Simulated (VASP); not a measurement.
All values below come from optB88-vdW, VASP's PBE PAW potentials (set 64) (plane waves; VASP).

The input files of a VASP run:

KPOINTS:
```
k-points along high-symmetry lines
10
Line-mode
Reciprocal
  0.000000   0.000000   0.000000 ! GAMMA
  0.500000  -0.000000   0.000000 ! M

  0.500000  -0.000000   0.000000 ! M
  0.333333   0.333333   0.000000 ! K

  0.333333   0.333333   0.000000 ! K
  0.000000   0.000000   0.000000 ! GAMMA

  0.000000   0.000000   0.000000 ! GAMMA
  0.000000   0.000000   0.500000 ! A

  0.000000   0.000000   0.500000 ! A
  0.500000  -0.000000   0.500000 ! L

  0.500000  -0.000000   0.500000 ! L
  0.333333   0.333333   0.500000 ! H

  0.333333   0.333333   0.500000 ! H
  0.000000   0.000000   0.500000 ! A

  0.500000  -0.000000   0.500000 ! L
  0.500000  -0.000000   0.000000 ! M

  0.333333   0.333333   0.500000 ! H
  0.333333   0.333333   0.000000 ! K
```

### POSCAR
```
SnSe2
1
    1.9487592867    -3.3753503225    -0.0000000000
    1.9487592867     3.3753503225     0.0000000000
    0.0000000000    -0.0000000000     6.1458860190
Sn Se
1 2
Direct
  0.0000000000   0.0000000000   0.0000000000
  0.3333330000   0.6666670000   0.2605213309
  0.6666670000   0.3333330000   0.7394786691
```

INCAR:
```
AGGAC = 0.0
ALGO = Normal
EDIFF = 1E-7
ENCUT = 520
GGA = BO
ICHARG = 11
ISMEAR = 0
LASPH = .TRUE.
LCHARG = .FALSE.
LMAXMIX = 4
LORBIT = 11
LREAL = .FALSE.
LUSE_VDW = .TRUE.
LWAVE = .FALSE.
NELM = 100
PARAM1 = 0.1833333333
PARAM2 = 0.22
PREC = Accurate
SIGMA = 0.05
SYSTEM = SnSe2
```

POTCAR, in this order: Sn_d Se (PBE.64 set). Program: vasp_std. Read from the step before: CHGCAR.

What VASP printed:

### OSZICAR
```
       N       E                     dE             d eps       ncg     rms          rms(c)
DAV:   1     0.202513799345E+03    0.20251E+03   -0.12597E+04  3075   0.172E+03
DAV:   2     0.170973655051E+02   -0.18542E+03   -0.18214E+03  3340   0.393E+02
DAV:   3    -0.354175001651E+01   -0.20639E+02   -0.19984E+02  3851   0.121E+02
DAV:   4    -0.428841260180E+01   -0.74666E+00   -0.74530E+00  3733   0.231E+01
DAV:   5    -0.430550974999E+01   -0.17097E-01   -0.17093E-01  4444   0.371E+00
DAV:   6    -0.430576895056E+01   -0.25920E-03   -0.25920E-03  3946   0.361E-01
DAV:   7    -0.430577554764E+01   -0.65971E-05   -0.65972E-05  4577   0.569E-02
DAV:   8    -0.430577560529E+01   -0.57648E-07   -0.58002E-07  4007   0.539E-03
   1 F= -.43057756E+01 E0= -.43057756E+01  d E =-.893302E-10
```

File OUTCAR:
```
 val. band max:        3.7045748365   @ k =   0.0741   0.0741   0.0000

 cond. band min:       4.1018979779   @ k =   0.5000   0.0000   0.3333



 k-point     1 :       0.0000    0.0000    0.0000
  band No.  band energies     occupation
      1     -17.6592      2.00000
      2     -17.6592      2.00000
      3     -17.6254      2.00000
      4     -17.6180      2.00000
      5     -17.6180      2.00000
      6      -9.9297      2.00000
      7      -8.4129      2.00000
      8      -2.5714      2.00000
      9       3.0142      2.00000
     10       3.0142      2.00000
     11       3.2196      2.00000
     12       3.2196      2.00000
     13       3.5771      2.00000
     14       4.1737      0.00000
     15       6.5929      0.00000
     16       8.0613      0.00000
     17       8.0613      0.00000

 k-point     2 :       0.0556    0.0000    0.0000
  band No.  band energies     occupation
      1     -17.6601      2.00000
      2     -17.6583      2.00000
      3     -17.6247      2.00000
      4     -17.6186      2.00000
      5     -17.6179      2.00000
      6      -9.9023      2.00000
      7      -8.3966      2.00000
      8      -2.5642      2.00000
      9       2.5473      2.00000
     10       2.8374      2.00000
     11       3.0515      2.00000
     12       3.3371      2.00000
     13       3.6373      2.00000
     14       4.5393      0.00000
     15       6.7726      0.00000
     16       7.9383      0.00000
     17       8.1098      0.00000

 k-point     3 :       0.1111    0.0000    0.0000
  band No.  band energies     occupation
      1     -17.6630      2.00000
      2     -17.6557      2.00000
      3     -17.6230      2.00000
      4     -17.6200      2.00000
      5     -17.6176      2.00000
      6      -9.8211      2.00000
      7      -8.3497      2.00000
      8      -2.5487      2.00000
      9       1.8231      2.00000
     10       2.5545      2.00000
     11       2.6172      2.00000
     12       3.4529      2.00000
...
```

The density is held fixed in this step, so its total energy and stress have no physical meaning. Unless said otherwise, spin-orbit coupling is left out, though it shifts the bands of the heavy elements here.

The compound is SnSe2 in the 1T layered structure. It was relaxed first.
